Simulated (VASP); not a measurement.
OSZICAR of a VASP run on SnSe₂ (1T layered):

File OSZICAR:
```
...
DAV:  14    -0.546106351079E+02   -0.13605E-02   -0.20886E-03   584   0.434E-01    0.227E-02
DAV:  15    -0.546109308586E+02   -0.29575E-03   -0.28558E-04   593   0.151E-01    0.250E-02
DAV:  16    -0.546108720371E+02    0.58821E-04   -0.71025E-05   661   0.738E-02    0.224E-02
DAV:  17    -0.546109184063E+02   -0.46369E-04   -0.15835E-05   614   0.369E-02    0.791E-03
DAV:  18    -0.546109219176E+02   -0.35113E-05   -0.21134E-05   617   0.462E-02    0.626E-03
DAV:  19    -0.546109317877E+02   -0.98701E-05   -0.48930E-06   606   0.228E-02    0.680E-03
DAV:  20    -0.546109324358E+02   -0.64814E-06   -0.28966E-06   440   0.162E-02
   1 F= -.54610932E+02 E0= -.54610932E+02  d E =-.546109E+02
       N       E                     dE             d eps       ncg     rms          rms(c)
DAV:   1    -0.546617343319E+02   -0.50803E-01   -0.13233E+00   730   0.188E+01    0.127E+00
DAV:   2    -0.546245457296E+02    0.37189E-01   -0.70325E-02   732   0.459E+00    0.603E-01
DAV:   3    -0.546110870998E+02    0.13459E-01   -0.37039E-02   781   0.314E+00    0.124E-01
DAV:   4    -0.546127254217E+02   -0.16383E-02   -0.51655E-03   582   0.660E-01    0.907E-02
DAV:   5    -0.546130811788E+02   -0.35576E-03   -0.56334E-04   580   0.225E-01    0.587E-02
DAV:   6    -0.546129561496E+02    0.12503E-03   -0.19437E-04   609   0.153E-01    0.197E-02
DAV:   7    -0.546130266637E+02   -0.70514E-04   -0.14473E-04   585   0.132E-01    0.743E-03
DAV:   8    -0.546130181297E+02    0.85340E-05   -0.54750E-05   585   0.766E-02    0.320E-03
DAV:   9    -0.546130453867E+02   -0.27257E-04   -0.39304E-06   673   0.218E-02    0.190E-03
DAV:  10    -0.546130410241E+02    0.43626E-05   -0.42599E-07   336   0.691E-03    0.612E-04
DAV:  11    -0.546130490459E+02   -0.80218E-05   -0.59625E-07   314   0.935E-03    0.247E-04
DAV:  12    -0.546130464873E+02    0.25586E-05   -0.71584E-08   292   0.309E-03    0.157E-04
DAV:  13    -0.546130465141E+02   -0.26843E-07   -0.75834E-09   292   0.106E-03
   2 F= -.54613047E+02 E0= -.54613047E+02  d E =-.211408E-02
       N       E                     dE             d eps       ncg     rms          rms(c)
DAV:   1    -0.546173836180E+02   -0.43371E-02   -0.10522E-01   730   0.514E+00    0.363E-01
DAV:   2    -0.546143193114E+02    0.30643E-02   -0.58141E-03   740   0.133E+00    0.171E-01
DAV:   3    -0.546132470311E+02    0.10723E-02   -0.29143E-03   783   0.888E-01    0.364E-02
DAV:   4    -0.546133920168E+02   -0.14499E-03   -0.38498E-04   582   0.182E-01    0.267E-02
DAV:   5    -0.546134078233E+02   -0.15806E-04   -0.54014E-05   581   0.689E-02    0.166E-02
DAV:   6    -0.546134224675E+02   -0.14644E-04   -0.18782E-05   602   0.455E-02    0.540E-03
DAV:   7    -0.546134143285E+02    0.81390E-05   -0.99533E-06   583   0.337E-02    0.228E-03
DAV:   8    -0.546134260227E+02   -0.11694E-04   -0.38353E-06   586   0.205E-02    0.815E-04
DAV:   9    -0.546134226447E+02    0.33780E-05   -0.35069E-07   312   0.680E-03    0.424E-04
DAV:  10    -0.546134239260E+02   -0.12813E-05   -0.50157E-08   292   0.238E-03    0.139E-04
DAV:  11    -0.546134219083E+02    0.20177E-05   -0.51236E-08   292   0.291E-03    0.774E-05
DAV:  12    -0.546134226518E+02   -0.74358E-06   -0.61706E-09   292   0.975E-04
   3 F= -.54613423E+02 E0= -.54613423E+02  d E =-.249022E-02
       N       E                     dE             d eps       ncg     rms          rms(c)
DAV:   1    -0.546163318664E+02   -0.29100E-02   -0.16602E-01   582   0.413E+00    0.255E-01
DAV:   2    -0.546156560114E+02    0.67585E-03   -0.75525E-03   668   0.101E+00    0.125E-01
DAV:   3    -0.546152977708E+02    0.35824E-03   -0.10782E-03   728   0.501E-01    0.458E-02
DAV:   4    -0.546152706096E+02    0.27161E-04   -0.23712E-04   690   0.164E-01    0.192E-02
DAV:   5    -0.546152778588E+02   -0.72492E-05   -0.29293E-05   620   0.508E-02    0.122E-02
DAV:   6    -0.546152634678E+02    0.14391E-04   -0.11746E-05   592   0.358E-02    0.460E-03
DAV:   7    -0.546152734490E+02   -0.99812E-05   -0.94896E-06   584   0.295E-02    0.290E-03
DAV:   8    -0.546152705275E+02    0.29215E-05   -0.16272E-06   538   0.130E-02    0.116E-03
DAV:   9    -0.546152726617E+02   -0.21341E-05   -0.27320E-07   298   0.535E-03    0.216E-04
DAV:  10    -0.546152721222E+02    0.53952E-06   -0.52918E-08   292   0.208E-03
   4 F= -.54615272E+02 E0= -.54615272E+02  d E =-.184947E-02
       N       E                     dE             d eps       ncg     rms          rms(c)
DAV:   1    -0.546252783744E+02   -0.10006E-01   -0.12343E+00   582   0.113E+01    0.699E-01
DAV:   2    -0.546208001589E+02    0.44782E-02   -0.56664E-02   683   0.275E+00    0.344E-01
DAV:   3    -0.546181071978E+02    0.26930E-02   -0.75536E-03   727   0.132E+00    0.132E-01
DAV:   4    -0.546179162752E+02    0.19092E-03   -0.18357E-03   736   0.474E-01    0.506E-02
DAV:   5    -0.546179566894E+02   -0.40414E-04   -0.21718E-04   587   0.142E-01    0.316E-02
DAV:   6    -0.546178994513E+02    0.57238E-04   -0.90788E-05   590   0.998E-02    0.124E-02
DAV:   7    -0.546179450918E+02   -0.45641E-04   -0.70026E-05   583   0.810E-02    0.791E-03
DAV:   8    -0.546179454735E+02   -0.38169E-06   -0.11477E-05   602   0.348E-02    0.335E-03
DAV:   9    -0.546179522292E+02   -0.67557E-05   -0.27788E-06   539   0.163E-02    0.609E-04
DAV:  10    -0.546179512526E+02    0.97662E-06   -0.39196E-07   370   0.591E-03
   5 F= -.54617951E+02 E0= -.54617951E+02  d E =-.452860E-02
       N       E                     dE             d eps       ncg     rms          rms(c)
DAV:   1    -0.546251075321E+02   -0.71553E-02   -0.35299E-01   582   0.520E+00    0.440E-01
DAV:   2    -0.546216236441E+02    0.34839E-02   -0.19255E-02   645   0.162E+00    0.249E-01
DAV:   3    -0.546198540424E+02    0.17696E-02   -0.44431E-03   700   0.897E-01    0.975E-02
DAV:   4    -0.546198030601E+02    0.50982E-04   -0.81358E-04   644   0.299E-01    0.351E-02
DAV:   5    -0.546198226601E+02   -0.19600E-04   -0.27107E-04   588   0.156E-01    0.206E-02
DAV:   6    -0.546198377525E+02   -0.15092E-04   -0.86611E-05   583   0.902E-02    0.105E-02
DAV:   7    -0.546198414462E+02   -0.36937E-05   -0.32630E-05   602   0.535E-02    0.376E-03
DAV:   8    -0.546198500615E+02   -0.86153E-05   -0.48207E-06   606   0.205E-02    0.137E-03
DAV:   9    -0.546198469363E+02    0.31252E-05   -0.76251E-07   392   0.889E-03    0.588E-04
DAV:  10    -0.546198497412E+02   -0.28049E-05   -0.20361E-07   302   0.501E-03    0.190E-04
DAV:  11    -0.546198485836E+02    0.11577E-05   -0.59796E-08   291   0.273E-03    0.174E-04
DAV:  12    -0.546198491279E+02   -0.54438E-06   -0.14342E-08   289   0.121E-03
   6 F= -.54619849E+02 E0= -.54619849E+02  d E =-.189788E-02
       N       E                     dE             d eps       ncg     rms          rms(c)
DAV:   1    -0.546603646259E+02   -0.40516E-01   -0.26024E+00   582   0.142E+01    0.119E+00
DAV:   2    -0.546352621909E+02    0.25102E-01   -0.14353E-01   646   0.415E+00    0.672E-01
DAV:   3    -0.546220035429E+02    0.13259E-01   -0.30587E-02   715   0.213E+00    0.271E-01
DAV:   4    -0.546217003764E+02    0.30317E-03   -0.55908E-03   604   0.817E-01    0.877E-02
DAV:   5    -0.546218633385E+02   -0.16296E-03   -0.20681E-03   604   0.427E-01    0.512E-02
DAV:   6    -0.546220126996E+02   -0.14936E-03   -0.61109E-04   582   0.242E-01    0.262E-02
DAV:   7    -0.546220623536E+02   -0.49654E-04   -0.19814E-04   586   0.131E-01    0.100E-02
DAV:   8    -0.546221008163E+02   -0.38463E-04   -0.32957E-05   604   0.538E-02    0.334E-03
DAV:   9    -0.546220944788E+02    0.63375E-05   -0.53296E-06   640   0.231E-02    0.182E-03
DAV:  10    -0.546221032636E+02   -0.87848E-05   -0.14728E-06   557   0.128E-02    0.619E-04
DAV:  11    -0.546221010002E+02    0.22634E-05   -0.39868E-07   312   0.681E-03    0.289E-04
DAV:  12    -0.546221021485E+02   -0.11483E-05   -0.82619E-08   292   0.297E-03    0.135E-04
DAV:  13    -0.546221014853E+02    0.66320E-06   -0.17494E-08   292   0.115E-03
   7 F= -.54622101E+02 E0= -.54622101E+02  d E =-.415023E-02
       N       E                     dE             d eps       ncg     rms          rms(c)
DAV:   1    -0.546249518962E+02   -0.28497E-02   -0.26806E-01   590   0.527E+00    0.344E-01
DAV:   2    -0.546234652976E+02    0.14866E-02   -0.13405E-02   672   0.141E+00    0.175E-01
DAV:   3    -0.546226557962E+02    0.80950E-03   -0.22174E-03   706   0.698E-01    0.672E-02
DAV:   4    -0.546226191104E+02    0.36686E-04   -0.47409E-04   697   0.224E-01    0.275E-02
DAV:   5    -0.546226308136E+02   -0.11703E-04   -0.78922E-05   585   0.837E-02    0.170E-02
DAV:   6    -0.546226143793E+02    0.16434E-04   -0.30726E-05   591   0.599E-02    0.603E-03
DAV:   7    -0.546226280155E+02   -0.13636E-04   -0.18567E-05   582   0.424E-02    0.376E-03
DAV:   8    -0.546226278199E+02    0.19567E-06   -0.19174E-06   600   0.143E-02
   8 F= -.54622628E+02 E0= -.54622628E+02  d E =-.526335E-03
       N       E                     dE             d eps       ncg     rms          rms(c)
DAV:   1    -0.546244771674E+02   -0.18492E-02   -0.19077E-01   590   0.443E+00    0.290E-01
DAV:   2    -0.546234200272E+02    0.10571E-02   -0.95232E-03   672   0.119E+00    0.147E-01
DAV:   3    -0.546228504131E+02    0.56961E-03   -0.15909E-03   706   0.592E-01    0.566E-02
DAV:   4    -0.546228209513E+02    0.29462E-04   -0.33598E-04   706   0.188E-01    0.233E-02
DAV:   5    -0.546228302184E+02   -0.92671E-05   -0.55931E-05   594   0.703E-02    0.145E-02
DAV:   6    -0.546228166406E+02    0.13578E-04   -0.21187E-05   588   0.502E-02    0.513E-03
DAV:   7    -0.546228272472E+02   -0.10607E-04   -0.12647E-05   583   0.353E-02    0.325E-03
DAV:   8    -0.546228266382E+02    0.60896E-06   -0.12124E-06   465   0.117E-02
   9 F= -.54622827E+02 E0= -.54622827E+02  d E =-.725153E-03
```

Task: Which electronic solver shows in the log?

Result: It is blocked Davidson (ALGO = Normal, or the opening steps of other solvers). The INCAR had ALGO = Normal.

Task: Can the final energy be trusted as converged?

Result: Self-consistency was reached. It stopped with EDIFF = 1E-6, NELM = 100, NSW = 60 and EDIFFG = -0.02 after 9 ionic steps (r2SCAN meta-GGA, plane waves, VASP's PBE PAW potentials (set 64)). Energy and stress use the plane-wave basis of the starting cell.

The compound is SnSe2 in the 1T layered structure. This run relaxes it. Symmetry was kept, so distortions that lower it aren't found. The start is the result of an earlier pass.
